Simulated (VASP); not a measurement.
Data:

```xyz
65
Lattice="11.5674 0.0000 0.0000 0.0000 11.5674 0.0000 0.0000 0.0000 11.5674" Properties=species:S:1:pos:R:3 pbc="T T T"
Ge     5.7757    11.5606    11.5668
Ge     7.2507     1.4403     1.4383
Ge     8.6922     2.8864    11.5380
Ge    10.1201     4.3245     1.4588
Ge     8.6543     0.0007     2.8750
Ge    10.1155     1.4086     4.3610
Ge    11.5482     0.0039    11.5579
Ge     1.4496     1.4281     1.4590
Ge     2.8637     2.8880     0.0044
Ge     4.3286     4.3136     1.4880
Ge     5.7641     5.7727     0.0214
Ge     7.2424     7.2191     1.4523
Ge     8.6569     8.6846    11.5510
Ge    10.1226    10.1064     1.4576
Ge     2.8592    11.5322     2.8727
Ge     4.3842     1.3388     4.3061
Ge     5.7649     2.8799     2.8890
Ge     7.2119     4.3224     4.3507
Ge     8.6488     5.7860     2.8895
Ge    10.1224     7.2177     4.3484
Ge     5.7746    11.5209     5.8008
Ge     7.2206     1.4428     7.2284
Ge     8.6473     2.8931     5.7785
Ge    10.1140     4.3098     7.2667
Ge     8.6566     0.0230     8.6487
Ge    10.1486     1.4314    10.1022
Ge    11.5398     5.7940    11.5667
Ge     1.4566     7.2469     1.4224
Ge     2.8732     8.7154    11.5265
Ge     4.3517    10.0916     1.4536
Ge    11.5252     2.8715     2.8876
Ge     1.3937     4.3787     4.2994
Ge     2.8588     5.8123     2.8642
Ge     4.3304     7.1901     4.3602
Ge     5.7661     8.6522     2.8977
Ge     7.2493    10.0969     4.3427
Ge     0.0206     0.0437     5.7978
Ge     1.5842     1.5644     7.1059
Ge     3.2149     3.2167     5.4602
Ge     4.3842     4.3700     7.3382
Ge     5.7617     5.7819     5.7910
Ge     7.2520     7.2297     7.2277
Ge     8.6909     8.7029     5.7840
Ge    10.1476    10.1376     7.2396
Ge     2.8483     0.0486     8.6256
Ge     4.3268     1.4020    10.1483
Ge     5.7756     2.8708     8.7187
Ge     7.2494     4.3280    10.1451
Ge     8.6528     5.7962     8.6726
Ge    10.1248     7.2150    10.1296
Ge    11.5434     8.6721     2.8752
Ge     1.4262    10.1000     4.3535
Ge    11.5208     5.7852     5.8035
Ge     1.4523     7.2101     7.2436
Ge     2.8632     8.6703     5.7854
Ge     4.3263    10.0932     7.2720
Ge     0.0227     2.8726     8.6278
Ge     1.4266     4.3186    10.1413
Ge     2.8611     5.8025     8.7138
Ge     4.3552     7.2243    10.1516
Ge     5.7777     8.6693     8.6730
Ge     7.2405    10.1206    10.1159
Ge    11.5510     8.6806     8.6632
Ge     1.4488    10.1341    10.1045
H      4.2304     4.1808     4.4852
```
Cell charge -1.

All values below come from HSE06 screened hybrid, VASP's PBE PAW potentials (set 64) (plane waves; VASP). Run with PREC = Normal, LREAL = Auto, ISYM = 0, NELECT = 258.0, EDIFF = 1E-5, 400 eV cut-off, 1×1×1 Γ-centred mesh, Gaussian smearing of 0.050 eV, potentials Ge H.

The cell is charged, with a uniform compensating background. The supercell is sampled at Γ alone, which is coarse: total energies, pressure and levels can be off, energies of defects by several tenths of an eV.

Task: Predict the energy per atom (σ→0), largest force.

Result: 
| Quantity | Value |
|---|---|
| energy per atom (σ→0) | -5.124 eV/atom |
| largest force | 0.718 eV/Å |

The cell is a supercell with a defect, built from Ge (diamond): H_i, charge -1. The cell's shape comes from a PBE relaxation. The run is not spin-polarised, so no state with unpaired spins was tried.
